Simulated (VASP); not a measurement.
TiN:

```xyz
2
Lattice="0.0000 2.1190 2.1190 2.1190 0.0000 2.1190 2.1190 2.1190 0.0000" Properties=species:S:1:pos:R:3 pbc="T T T"
Ti    0.0000    0.0000    0.0000
N     2.1190    2.1190    2.1190
```

```yaml
Program: VASP 6.6.1
Task: relaxation of cell and atoms
Functional: PBE
Potentials_or_basis: VASP PAW PBE potentials, release 64 (Ti_sv, N)
Cutoff: 520 eV
k_mesh: 2 × 2 × 2
Occupations: gaussian, width 0.02 eV
Spin: no spin polarisation
```

At the start: pressure 7.6 GPa; volume 9.51 Å³/atom.

Question: How do energy, volume and symmetry change on relaxing?

Answer: Over 17 steps the energy falls by 5.7 meV/atom and the volume is 9.76 Å³/atom (+2.6 %); space group Fm-3m (No. 225, to 0.05 Å).

The path:
| step | energy change (eV) | largest force (eV/Å) | pressure (GPa) | volume (Å³) |
| --- | --- | --- | --- | --- |
| 1 | 0.0000 | 0.0000 | 7.60 | 19.03 |
| 2 | 0.0141 | 0.0000 | -10.14 | 20.30 |
| 3 | -0.0115 | 0.0000 | -0.10 | 19.53 |
| 4 | -0.0115 | 0.0000 | 0.08 | 19.52 |
| 5 | -0.0115 | 0.0000 | 0.09 | 19.52 |
| 6 | -0.0115 | 0.0000 | 0.09 | 19.52 |
| 7 | -0.0115 | 0.0000 | 0.08 | 19.52 |
| 8 | -0.0115 | 0.0000 | 0.08 | 19.52 |
| 9 | -0.0115 | 0.0000 | 0.08 | 19.52 |
| 10 | -0.0115 | 0.0000 | 0.08 | 19.52 |
| 11 | -0.0115 | 0.0000 | 0.08 | 19.52 |
| 12 | -0.0115 | 0.0000 | 0.08 | 19.52 |
| 13 | -0.0115 | 0.0000 | 0.08 | 19.52 |
| 14 | -0.0115 | 0.0000 | 0.08 | 19.52 |
| 15 | -0.0115 | 0.0000 | 0.07 | 19.52 |
| 16 | -0.0115 | 0.0000 | 0.04 | 19.52 |
| 17 | -0.0115 | 0.0000 | -0.02 | 19.52 |

Final structure:
```yaml
crystal:
  lattice:
    - [0.00000, 2.13723, 2.13723]
    - [2.13723, 0.00000, 2.13723]
    - [2.13723, 2.13723, 0.00000]
  atoms:
    - { symbol: Ti, position: [0.00000, 0.00000, 0.00000] }
    - { symbol: N, position: [0.50000, 0.50000, 0.50000] }
```

Caveat: the k mesh is coarse (spacing up to 1.28 Å⁻¹), so the values aren't converged.
